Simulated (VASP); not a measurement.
Data:

```xyz
5
Lattice="4.0477 0.0000 0.0000 0.0000 4.0477 0.0000 0.0000 0.0000 4.0477" Properties=species:S:1:pos:R:3 pbc="T T T"
K      0.0000     0.0000     0.0000
Mg     2.0239     2.0239     2.0239
F      2.0239     0.0000     2.0239
F      0.0000     2.0239     2.0239
F      2.0239     2.0239     0.0000
```

Level of theory: AM05 GGA, VASP's PBE PAW potentials (set 64) (plane waves; VASP). Numerical set-up: 520 eV cut-off, 6×6×6 Γ-centred mesh, Gaussian smearing of 0.050 eV, potentials K_sv Mg F.

### Question
Give the stress tensor in GPa (positive for a compressed cell).

### Answer

```
-1.75   0.00   0.00
 0.00  -1.75   0.00
 0.00   0.00  -1.75
```
The pressure is its mean diagonal, -1.75 GPa.

The compound is KMgF3 in the cubic perovskite structure. This cell is one point of a volume scan, at 1.03 of the reference volume.
